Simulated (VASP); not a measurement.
Given:

```
CELL_PARAMETERS angstrom
      0.00000     2.57346     2.67584
      2.52879     0.00000     2.67584
      2.52879     2.57346     0.00000
ATOMIC_POSITIONS crystal
  Mg 0.00000 0.00000 0.00000
  S  0.48796 0.51204 0.51204
```

Calculation: PBE GGA, VASP's PBE PAW potentials (set 64) (plane waves; VASP). Numerical set-up: ADDGRID = .TRUE., 400 eV cut-off, 8×8×8 Γ-centred mesh, Gaussian smearing of 0.050 eV, potentials Mg S.

**Question.** Which forces act on the atoms, in eV/Å?

**Answer.** 
| atom | Fx | Fy | Fz |
|---|---|---|---|
| Mg1 | 0.290 | 0.000 | 0.000 |
| S2 | -0.290 | 0.000 | 0.000 |

**Question.** Give the stress tensor in GPa (positive for a compressed cell).

**Answer.** 
```
 5.56   0.00   0.00
 0.00   2.71   0.00
 0.00   0.00  -1.21
```
The pressure is its mean diagonal, 2.35 GPa.

The compound is MgS in the rock salt structure. The cell was not relaxed at this level, atoms are displaced from their ideal sites. The run is one of a series of settings (ADDGRID = .TRUE. against the base run), some of them coarse on purpose.
